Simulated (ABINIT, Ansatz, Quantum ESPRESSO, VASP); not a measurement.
PbO (P4/nmm, 4 atoms in the cell) computed with different codes at matched settings

Self-consistent single point.

```xyz
4
Lattice="3.9800 0.0000 0.0000 0.0000 3.9800 0.0000 0.0000 0.0000 5.0200" Properties=species:S:1:pos:R:3 pbc="T T T"
Pb     1.9900     0.0000     3.8403
Pb     0.0000     1.9900     1.1797
O      1.9900     1.9900     0.0000
O      0.0000     0.0000     0.0000
```

All programs got the same cell, k-point mesh and kind of occupations (in Ansatz's words: kpoints.mp_grid.grid = 6 6 5; scf.occupations.method = fermi_dirac; scf.occupations.width = 0.05 eV); potentials, basis and cutoffs are each program's usual ones.

```
code                                                                                 model  pressure (GPa)  largest force (eV/Å)  gap on the mesh (eV)   cutoff
----------------  ------------------------------------------------------------------------  --------------  --------------------  --------------------  -------
VASP                                               PBE, VASP's PBE PAW potentials (set 64)            2.23                 0.469                 1.268   400 eV
ABINIT            PBE, norm-conserving pseudopotentials (PseudoDojo nc-sr-05 PBE standard)            4.54                 0.413                 1.260  1143 eV
Ansatz                                                              PBE, default PAW files            4.34                 0.432                 1.258  default
Quantum ESPRESSO                            PBE, GBRV 1.5 ultrasoft (PBE) pseudopotentials            4.38                 0.395                 1.276    40 Ry
```

Gaps are read on the mesh.

The spread over the programs that give each value: pressure within 2.31 GPa; largest force within 0.074 eV/Å; gap on the mesh within 0.018 eV.

The starting cell has typed, rounded lattice constants, without a prior relaxation at this level. On Ansatz's run: Spin-orbit coupling is off. In the base run, with a pressure of about 5 GPa the cell is away from its equilibrium volume at this level.

Problem. Why do the programs differ, and what cannot be compared?

Solution. Differences of this kind can come from the potentials, where these differ, and from what each basis and cutoff leave unconverged. The zero of total energies and Fermi levels follows the potentials and each program's conventions, so they are not compared here. Ansatz's pressure is given at a fixed set of plane waves, as the other plane-wave codes print theirs; with its correction for the finite basis it is 4.65 GPa (the shift of 0.31 GPa shows how far the cutoff is from converged). In the pressure, VASP (by 2.13) lies more than 1 GPa from the median of the plane-wave programs.

VASP's run is marked for a possible Pulay error in its stress at this cutoff; no cutoff test was made.

Left out of this page: GPAW, CP2K, FLEUR and SIESTA (not drawn, or without a comparable value).

Ansatz is a program for electronic structure.

Keys are those of Ansatz 0.2.
